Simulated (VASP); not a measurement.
Data:

```xyz
3
Lattice="4.1760 0.0000 0.0000 -2.0880 3.6165 0.0000 0.0000 0.0000 4.0489" Properties=species:S:1:pos:R:3 pbc="T T T"
Gd     0.0000     0.0000     0.0000
Ga     2.0880     1.2055     2.0245
Ga     0.0000     2.4110     2.0245
```

These are PBEsol GGA, VASP's PBE PAW potentials (set 64) (plane waves; VASP 6.6.1) values and carry that method's errors. Settings: 480 eV cut-off, 8×8×8 Γ-centred mesh, first-order Methfessel-Paxton smearing of 0.10 eV, potentials Gd_3 Ga_d.

The 4f electrons are frozen in the core of the lanthanide potential, so 4f levels, which can set the real gap, and their magnetism are missing.

Problem. The ions, cell shape and volume at an external pressure of 2.0 GPa are relaxed. Predict the relaxed structure.

Solution. 
```xyz
3
Lattice="4.1517 0.0000 0.0000 -2.0758 3.5954 0.0000 0.0000 0.0000 4.0193" Properties=species:S:1:pos:R:3 pbc="T T T"
Gd     4.1517     0.0000     0.0000
Ga     2.0758     1.1985     2.0097
Ga     0.0000     2.3970     2.0097
```
Space group P6/mmm (191), at a tolerance of 0.03 Å.

Problem. How do energy and volume change from the first to the last step?

Solution. The energy (σ→0) changes by +2.5 meV/atom and the volume by -1.9 %, in 8 ionic steps.

| step | E(σ→0) (eV) | max force (eV/Å) | pressure (GPa) | volume (Å³) |
|---|---|---|---|---|
| 1 | -13.8961 | 0.000 | 0.21 | 61.15 |
| 2 | -13.8739 | 0.000 | 3.44 | 59.16 |
| 3 | -13.8886 | 0.000 | 1.97 | 60.02 |
| 4 | -13.8883 | 0.000 | 2.04 | 59.99 |
| 5 | -13.8889 | 0.000 | 1.90 | 60.04 |
| 6 | -13.8893 | 0.000 | 1.82 | 60.07 |
| 7 | -13.8891 | 0.000 | 1.85 | 60.05 |
| 8 | -13.8884 | 0.000 | 1.94 | 60.00 |

The structure comes from a computed database's GdGa2 entry (P6/mmm); how it stands against other phases isn't given here. This run relaxes it under an external pressure of 2 GPa. Symmetry was kept, so distortions that lower it aren't found. The electron count is odd and the run is not spin-polarised, which forces a metal.
